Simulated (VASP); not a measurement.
Calculation: PBE GGA, VASP's PBE PAW potentials (set 64) (plane waves; VASP).

The input files of a VASP run:

### POSCAR
```
MgI2
1
    2.0750000000    -3.5940050000     0.0000000000
    2.0750000000     3.5940050000     0.0000000000
    0.0000000000     0.0000000000     6.8600000000
Mg I
1 2
Direct
  0.0000000000   0.0000000000   0.0000000000
  0.3333330000   0.6666670000   0.2420000000
  0.6666670000   0.3333330000   0.7580000000
```

File KPOINTS:
```
Automatic mesh
0
Gamma
4 4 4
0 0 0
```

INCAR:
```
# general
SYSTEM  = MgI2
PREC    = Normal
ENCUT   = 500
LREAL   = F   # projection in real space or not
LASPH   = T
NBANDS  = 192

# electronic loop
EDIFF   = 1E-8   # SCF stop (eV)
NELM    = 1
ALGO    = Exact

# smearing
ISMEAR  = 0
SIGMA   = 0.01   # width (eV)

# functional
GGA     = PE   # PBE

# output
LWAVE   = T
LCHARG  = F

# other
LOPTICS = T
```

POTCAR, in this order: Mg_sv_GW I_GW (PBE.64 set). Program: vasp_std. Read from the step before: WAVECAR.

What VASP printed:

### OSZICAR
```
       N       E                     dE             d eps       ncg     rms          rms(c)
DIA:   1    -0.218159680262E+02   -0.21816E+02    0.00000E+00     0   0.000E+00
   1 F= -.21815968E+02 E0= -.21815968E+02  d E =-.425456-108
 imaginary and real dielectric function
```

OUTCAR:
```


 plasma frequency squared (from intraband transitions) (eV^2)
  --------------------------------------------------------------------------------------
       0.000       0.000      -0.000
       0.000       0.000       0.000
      -0.000       0.000       0.000

 plasma frequency squared (from interband transitions, int dw w eps(2)(w)) (eV^2)
  --------------------------------------------------------------------------------------
     294.753       0.000      -0.000       0.000      -0.000      -0.000
       0.000      -0.000     294.753       0.000      -0.000       0.000
      -0.000       0.000      -0.000      -0.000     288.862       0.000
```
(Selected blocks of OUTCAR.)

### OUTCAR
```
 val. band max:        2.4576686422   @ k =   0.0000   0.0000   0.0000

 cond. band min:       5.9743527759   @ k =   0.5000  -0.0000   0.2500



 k-point     1 :       0.0000    0.0000    0.0000
  band No.  band energies     occupation
      1     -72.7636      2.00000
      2     -39.5214      2.00000
      3     -39.5203      2.00000
      4     -39.5202      2.00000
      5      -9.6489      2.00000
      6      -8.9253      2.00000
      7      -1.1051      2.00000
      8       1.9783      2.00000
      9       1.9783      2.00000
     10       2.3658      2.00000
     11       2.3658      2.00000
     12       2.4577      2.00000
     13       6.1488      0.00000
     14       7.2081      0.00000
     15       9.1559      0.00000
     16       9.1560      0.00000
     17       9.9462      0.00000
     18      10.6209      0.00000
     19      10.6209      0.00000
     20      12.0912      0.00000
     21      12.0912      0.00000
     22      12.3370      0.00000
     23      12.9983      0.00000
     24      13.5072      0.00000
     25      13.5072      0.00000
     26      13.8742      0.00000
     27      14.0647      0.00000
     28      18.8548      0.00000
     29      19.3081      0.00000
     30      19.3081      0.00000
     31      19.3276      0.00000
     32      19.3277      0.00000
     33      19.8468      0.00000
     34      19.8469      0.00000
     35      20.5402      0.00000
     36      21.5131      0.00000
     37      21.5132      0.00000
     38      22.5010      0.00000
     39      23.9343      0.00000
     40      25.2967      0.00000
     41      26.8488      0.00000
     42      26.8540      0.00000
     43      27.8528      0.00000
     44      28.3124      0.00000
     45      28.3126      0.00000
     46      28.3410      0.00000
     47      28.3410      0.00000
     48      29.8975      0.00000
     49      29.8975      0.00000
     50      30.8276      0.00000
     51      31.6955      0.00000
     52      31.6955      0.00000
...
```

The density is held fixed in this step, so its total energy and stress have no physical meaning. Unless said otherwise, spin-orbit coupling is left out, though it shifts the bands of the heavy elements here.

The compound is MgI2 in the 1T layered structure. The cell was not relaxed at this level. The k-mesh is coarse (spacing up to 0.44 per Å, 2π included), so the numbers may not be converged in it.
